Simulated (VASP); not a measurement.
Given:

```xyz
7
Lattice="6.4181 -1.7459 -0.0314 6.4181 1.7459 -0.0314 -2.7826 0.0000 5.3637" Properties=species:S:1:pos:R:3 pbc="T T T"
Hf     2.5896     0.0000     1.3515
Hf     7.4639     0.0000     3.9495
Ni     0.0000     0.0000     0.0000
S     10.7905     0.0000     1.0671
S     -0.7370     0.0000     4.2339
S      2.9142     0.0000     3.8422
S      7.1394     0.0000     1.4588
```

Calculation: PBEsol GGA, VASP's PBE PAW potentials (set 64) (plane waves; VASP). Run with 400 eV cut-off, Gaussian smearing of 0.050 eV, potentials Hf_pv Ni S.

Problem. Give the energies of bands 18 to 31 at the high-symmetry points, in eV from the Fermi level.

Solution. 
| band | Γ | C | Y2 | M2 | D | A | V2 |
|---|---|---|---|---|---|---|---|
| 18 | -3.09 | -4.14 | -3.67 | -3.47 | -4.13 | -4.00 | -4.24 |
| 19 | -3.03 | -3.85 | -3.62 | -3.44 | -3.54 | -3.48 | -4.14 |
| 20 | -2.23 | -3.69 | -2.97 | -3.04 | -3.48 | -3.07 | -3.92 |
| 21 | -1.53 | -3.47 | -2.78 | -3.03 | -2.96 | -2.21 | -3.20 |
| 22 | -1.45 | -2.95 | -2.75 | -2.86 | -2.62 | -1.93 | -3.11 |
| 23 | -1.45 | -1.63 | -2.02 | -2.14 | -2.08 | -1.76 | -1.70 |
| 24 | -1.37 | -1.32 | -1.39 | -1.24 | -1.47 | -1.40 | -1.33 |
| 25 | -1.36 | -1.22 | -1.23 | -1.09 | -1.22 | -1.39 | -1.21 |
| 26 | -0.73 | -0.82 | -0.35 | -0.57 | -0.84 | -0.17 | -0.89 |
| 27 | -0.41 | -0.46 | 0.14 | -0.49 | -0.48 | -0.11 | -0.09 |
| 28 | -0.26 | 1.42 | 0.80 | 0.20 | 0.37 | 0.10 | 1.13 |
| 29 | 1.39 | 1.44 | 0.97 | 0.38 | 0.46 | 1.14 | 1.60 |
| 30 | 1.50 | 1.81 | 1.01 | 1.96 | 3.23 | 2.12 | 1.73 |
| 31 | 1.66 | 2.39 | 1.26 | 2.38 | 3.67 | 2.54 | 2.19 |

It has no gap at this level: it comes out as a metal or semimetal.

The structure comes from a computed database's Hf2NiS4 entry (C2/m); how it stands against other phases isn't given here. It was relaxed first. The run is not spin-polarised, so no magnetic state was tried.
